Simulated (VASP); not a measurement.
OSZICAR of a VASP run on NaF (rock salt):

**OSZICAR**
```
       N       E                     dE             d eps       ncg     rms          rms(c)
DAV:   1     0.111701540349E+03    0.11170E+03   -0.84182E+03  1056   0.149E+03
DAV:   2    -0.317884061560E+01   -0.11488E+03   -0.10698E+03  1112   0.369E+02
DAV:   3    -0.952236008915E+01   -0.63435E+01   -0.63213E+01  1202   0.864E+01
DAV:   4    -0.958740203164E+01   -0.65042E-01   -0.65032E-01  1133   0.964E+00
DAV:   5    -0.958812589008E+01   -0.72386E-03   -0.72385E-03  1181   0.103E+00    0.553E+00
DAV:   6    -0.865995919295E+01    0.92817E+00   -0.40967E+00  1220   0.185E+01    0.190E+00
DAV:   7    -0.864712630767E+01    0.12833E-01   -0.33970E-02  1043   0.266E+00    0.105E+00
DAV:   8    -0.864853360094E+01   -0.14073E-02   -0.30584E-02  1037   0.468E+00    0.131E-01
DAV:   9    -0.864954835895E+01   -0.10148E-02   -0.52175E-03  1175   0.766E-01    0.111E-01
DAV:  10    -0.864938398164E+01    0.16438E-03   -0.89921E-04  1073   0.396E-01    0.104E-02
DAV:  11    -0.864938381384E+01    0.16779E-06   -0.22994E-05  1154   0.897E-02    0.372E-03
DAV:  12    -0.864938401863E+01   -0.20479E-06   -0.16008E-06  1079   0.207E-02    0.151E-03
DAV:  13    -0.864938384649E+01    0.17215E-06   -0.18824E-07  1079   0.470E-03    0.451E-04
DAV:  14    -0.864938383099E+01    0.15496E-07   -0.20156E-08   613   0.260E-03
   1 F= -.86493838E+01 E0= -.86493838E+01  d E =-.379490E-19
```

Task: Which electronic solver shows in the log?

Result: It is blocked Davidson (ALGO = Normal, or the opening steps of other solvers). The INCAR had ALGO = Normal.

Task: Can the final energy be trusted as converged?

Result: The run converged. It stopped with EDIFF = 1E-7, NELM = 100 (PW91 GGA, plane waves, VASP's PBE PAW potentials (set 64)).

The compound is NaF in the rock salt structure. This cell is one point of a volume scan, at 1.03 of the reference volume.
